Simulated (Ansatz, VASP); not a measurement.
# Si8W18O15 (amorphous SiO2 against W(110), -2 O): VASP beside Ansatz, part 3 of 3

One calculation is typed for both programs; each brings its own data sets. How far apart do they land? Of the first pair: The structure shown is the start of the Ansatz relaxation below; VASP solves that cell, so the two are compared at the walk's first step.

VASP 6.6.1 and Ansatz 0.2.0.

So far. Step 4 (Comparison): The forces differ by 60 meV/Å r.m.s., which is 22.8 % of the r.m.s. force of 0.263 eV/Å (both taken over all components).

### Step 6. VASP: single point, PBE, relaxed cell, pair 2

Level of this step: PBE, no spin polarisation; plane waves and PAW (W, Si, O) (VASP).

The same cell, functional, mesh and smearing now go to VASP, with its own data sets.

File INCAR:

```
SYSTEM = Si8W18O15
PREC = Accurate
ENCUT = 600
EDIFF = 1E-06
NELM = 120
ISMEAR = -1
SIGMA = 0.1
LREAL = Auto
ALGO = Normal
GGA = PE
NBANDS = 288
LASPH = .TRUE.
LORBIT = 11
LWAVE = .FALSE.
LCHARG = .FALSE.
ISIF = 2
GGA_COMPAT = .FALSE.
KPAR = 4
```

File POSCAR:

```
Si8W18O15
1.0
    9.5400000000      0.0000000000      0.0000000000
    0.0000000000      8.9944000000      0.0000000000
    0.0000000000      0.0000000000     17.4335040000
W Si O
36 16 30
Direct
    0.9279500000      0.0215000000      0.2494300000
    0.0950300000      0.0218800000      0.1204700000
    0.9259200000      0.2708700000      0.1232300000
    0.0952400000      0.2733100000      0.2436400000
    0.0953000000      0.0192800000      0.3729000000
    0.9266900000      0.2694700000      0.3757800000
    0.9284300000      0.5243700000      0.2528000000
    0.0846900000      0.5243200000      0.1211700000
    0.9276600000      0.7754500000      0.1239900000
    0.0938500000      0.7735500000      0.2479600000
    0.1063800000      0.5221500000      0.3749300000
    0.9263100000      0.7742600000      0.3841700000
    0.2610400000      0.0221600000      0.2436300000
    0.4259900000      0.0228500000      0.1186700000
    0.2595000000      0.2764000000      0.1157600000
    0.4291400000      0.2725900000      0.2412300000
    0.4260100000      0.0220800000      0.3687700000
    0.2675200000      0.2713800000      0.3652900000
    0.2608500000      0.5248100000      0.2448100000
    0.4380800000      0.5252600000      0.1204700000
    0.2596900000      0.7703100000      0.1162900000
    0.4291200000      0.7750800000      0.2444800000
    0.4255100000      0.5285100000      0.3673200000
    0.2603000000      0.7758100000      0.3710400000
    0.5956700000      0.0249500000      0.2461500000
    0.7627300000      0.0229800000      0.1217200000
    0.5962300000      0.2712200000      0.1205100000
    0.7596000000      0.2734700000      0.2468300000
    0.7590000000      0.0170700000      0.3752200000
    0.5877300000      0.2770300000      0.3730300000
    0.5957600000      0.5230200000      0.2473800000
    0.7639000000      0.5240400000      0.1247600000
    0.5962000000      0.7762800000      0.1214500000
    0.7620600000      0.7740400000      0.2496700000
    0.7638900000      0.5268200000      0.3758300000
    0.5889000000      0.7761000000      0.3705300000
    0.7830700000      0.2598800000      0.4951000000
    0.2201800000      0.4641900000      0.6011100000
    0.4579500000      0.9412500000      0.7605900000
    0.8139400000      0.5633100000      0.5648700000
    0.1507800000      0.0574100000      0.6115600000
    0.2729200000      0.1782900000      0.7717100000
    0.1009100000      0.2891000000      0.4795600000
    0.2586600000      0.5277700000      0.0130000000
    0.8358000000      0.0422700000      0.6190400000
    0.9706700000      0.6831800000      0.7221900000
    0.5478900000      0.4164600000      0.5717100000
    0.5406400000      0.2374100000      0.7185000000
    0.8179800000      0.2008600000      0.7674900000
    0.7584100000      0.8919900000      0.7638000000
    0.2428700000      0.7913700000      0.6627900000
    0.0746000000      0.3937600000      0.7644400000
    0.8390400000      0.0340700000      0.8041700000
    0.7585800000      0.9110300000      0.6686000000
    0.6379300000      0.5737600000      0.5714100000
    0.8998600000      0.6225900000      0.6406300000
    0.2692000000      0.5357700000      0.9241500000
    0.8530700000      0.6438900000      0.4812100000
    0.8411500000      0.3837200000      0.5593300000
    0.5112600000      0.0622900000      0.6950600000
    0.1748400000      0.1917800000      0.5512600000
    0.6003900000      0.8753900000      0.7994600000
    0.0890000000      0.8092400000      0.7037500000
    0.3784700000      0.4138900000      0.5720000000
    0.5996800000      0.3300700000      0.6473400000
    0.6565000000      0.2487900000      0.7866800000
    0.0590300000      0.5700200000      0.7769000000
    0.1377600000      0.3878800000      0.6745000000
    0.2573300000      0.9189100000      0.5959700000
    0.3528300000      0.0404900000      0.8165300000
    0.9935500000      0.9947900000      0.5952700000
    0.8460300000      0.1842300000      0.6758300000
    0.1832200000      0.1049200000      0.7005400000
    0.1171900000      0.4574200000      0.5249200000
    0.8467500000      0.7418900000      0.7789700000
    0.6034600000      0.3124300000      0.4977900000
    0.2505400000      0.6352800000      0.6203500000
    0.1676500000      0.2842000000      0.8197000000
    0.7591800000      0.0948100000      0.5399000000
    0.3718200000      0.8043600000      0.7233200000
    0.9186000000      0.3358500000      0.7899700000
    0.3907300000      0.3011300000      0.7452000000
```

File KPOINTS:

```
Automatic mesh
0
Gamma
2 2 1
0 0 0
```

Potentials, in the order of the species: W, Si and O (PBE family, release 64).

Started as:

```sh
> mpirun -np 8 vasp_std
```

Numbers of over 12 decimals in the logs are rounded to 6 here.

Output:

```text
[banner, memory and clock lines left out]
running    8 mpi-ranks, on    1 nodes
[...]
[... a notice as in an earlier step ...]

 LDA part: xc-table for (Slater+PW92), standard interpolation
 POSCAR, INCAR and KPOINTS ok, starting setup
[...]
entering main loop
       N       E                     dE             d eps       ncg     rms          rms(c)
DAV:   1     0.314590290883E+04    0.31459E+04   -0.22837E+05  2304   0.159E+03
DAV:   2    -0.437436932929E+03   -0.35833E+04   -0.34136E+04  2848   0.379E+02
DAV:   3    -0.850009075511E+03   -0.41257E+03   -0.40464E+03  2976   0.124E+02
DAV:   4    -0.864537594897E+03   -0.14529E+02   -0.14390E+02  2936   0.230E+01
[...]
DAV:  23    -0.789401328848E+03    0.19473E-05   -0.12038E-05  3056   0.861E-03    0.559E-03
DAV:  24    -0.789401327772E+03    0.10766E-05   -0.30623E-06  1848   0.506E-03    0.360E-03
DAV:  25    -0.789401327757E+03    0.15250E-07   -0.13021E-06  1384   0.305E-03
   1 F= -.78940133E+03 E0= -.78894014E+03  d E =-.922371E+00
```

From OUTCAR (step 6):

```text
  FREE ENERGIE OF THE ION-ELECTRON SYSTEM (eV)
  ---------------------------------------------------
  free  energy   TOTEN  =      -789.4013277565 eV

  energy  without entropy=     -788.4789571415  energy(sigma->0) =     -788.94014245
```

The run ends at a pressure of -2.31 GPa, with forces up to 0.23 eV/Å.

### Step 7. Side by side

What differs besides the data sets and the points named for the pairs above, as far as they apply: the data sets hold 748 valence electrons in Ansatz (on its default PAW (the set named soft_2) files) and 460 in VASP; the cutoff is 420 eV in Ansatz and 600 eV in VASP (PREC = Accurate, projectors in real space). Total energies have different zeros and are not compared.

The two programs side by side:

```
      quantity  Ansatz   VASP  difference
pressure (GPa)   -1.07  -2.31       +1.23
```

Forces on 7 of the 82 atoms, those with the largest forces and the largest differences (eV/Å; atoms numbered as in POSCAR):

```
atom         Ansatz x, y, z           VASP x, y, z
  W3   0.015, -0.019, 0.005   0.018, -0.022, 0.224
 W23    0.009, 0.000, 0.007   0.014, 0.012, -0.209
 W24  -0.001, 0.003, -0.008  -0.034, 0.009, -0.200
 W27    0.007, 0.005, 0.003   -0.018, 0.001, 0.230
 W33   0.011, -0.009, 0.006  -0.022, -0.006, 0.203
 W36   -0.006, 0.000, 0.007  -0.012, 0.036, -0.201
Si44   0.000, 0.000, -0.004  -0.008, -0.006, 0.207
```

The forces differ by 63 meV/Å r.m.s., where the r.m.s. force is 0.007 eV/Å in Ansatz and 0.063 eV/Å in VASP: the atoms lie near their places of rest in Ansatz, so a percentage would say little (all taken over all components).

### Step 8. Outcome

```
r.m.s. force difference (single point, PBE, start cell, pair 1)   : 23 % of the r.m.s. force
r.m.s. force difference (single point, PBE, relaxed cell, pair 2) : 63 meV/Å
difference in pressure (single point, PBE, relaxed cell, pair 2)  : 1.2 GPa
```

What this shows: The r.m.s. force difference is 23 % of the r.m.s. force (single point, PBE, start cell, pair 1), beyond the 3 % picked in this series as the mark of a large difference. The data sets hold unlike numbers of valence electrons (748 in Ansatz and 460 in VASP), so part of the differences comes from the potentials. What causes the difference of the single point, PBE, start cell, pair 1 pair stays open here. By the marks of this series, far apart in the single point, PBE, relaxed cell, pair 2 pair: the r.m.s. force difference, 63 meV/Å and the difference in pressure, 1.2 GPa. What causes the difference of the single point, PBE, relaxed cell, pair 2 pair stays open here. Such differences can come from data sets, numerical settings and the points named under the comparisons, not from the functional's error against experiment.

[Lines on the potential files, build, host, timing and source positions are cut from VASP's logs without a mark.]

[Logs are printed without paths, hosts, clocks, repeated set-up lines and the standing remarks that a program may print on its own settings, such as how far it seeks lower states.]

[Hosts, paths, dates, database ids (printed as entryN), source tags and the programs' standing remarks are cut or masked in the printed files.]
